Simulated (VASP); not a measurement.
ZnCl4:

```
Zn Cl
1.0
    -3.21046    3.21046    3.21046
     3.21046   -3.21046    3.21046
     3.21046    3.21046   -3.21046
Zn Cl
1 4
Direct
  0.00000 0.00000 0.00000
  0.00000 0.00000 0.50000
  0.00000 0.50000 0.00000
  0.50000 0.00000 0.00000
  0.50000 0.50000 0.50000
```

The cell was built by a generator and needn't be a form met in nature.

The cell isn't the ideal one: species swapped into the CrGa4 type (Im-3m, No. 229).

```yaml
Program: VASP 6.6.1
Task: relaxation of cell and atoms
Functional: PBE
Potentials_or_basis: VASP PAW PBE potentials, release 64 (Zn, Cl)
Cutoff: 600 eV
k_mesh: 8 × 8 × 8
Occupations: gaussian, width 0.1 eV
Spin: no spin polarisation
```

At the start: pressure -3.7 GPa; volume 26.47 Å³/atom.

**Question.** Where does the relaxation end?

**Answer.** Over 4 steps the energy falls by 42.7 meV/atom and the volume is 23.21 Å³/atom (-12.3 %); space group Im-3m (No. 229, to 0.05 Å).

The path:
| step | energy change (eV) | largest force (eV/Å) | pressure (GPa) | volume (Å³) |
| --- | --- | --- | --- | --- |
| 1 | 0.0000 | 0.0000 | -3.68 | 132.36 |
| 2 | -0.1901 | 0.0000 | -1.46 | 121.04 |
| 3 | -0.2133 | 0.0000 | -0.15 | 116.54 |
| 4 | -0.2135 | 0.0000 | 0.03 | 116.06 |

Final structure:
```cif
data_structure
_symmetry_space_group_name_H-M 'P 1'
_symmetry_Int_Tables_number 1
_cell_length_a 5.3223
_cell_length_b 5.3223
_cell_length_c 5.3223
_cell_angle_alpha 109.471
_cell_angle_beta 109.471
_cell_angle_gamma 109.471
_cell_volume 116.06
loop_
_atom_site_label
_atom_site_type_symbol
_atom_site_fract_x
_atom_site_fract_y
_atom_site_fract_z
_atom_site_occupancy
Zn1 Zn 0.00000 0.00000 0.00000 1
Cl1 Cl 0.00000 0.00000 0.50000 1
Cl2 Cl 0.00000 0.50000 0.00000 1
Cl3 Cl 0.50000 0.00000 0.00000 1
Cl4 Cl 0.50000 0.50000 0.50000 1
```
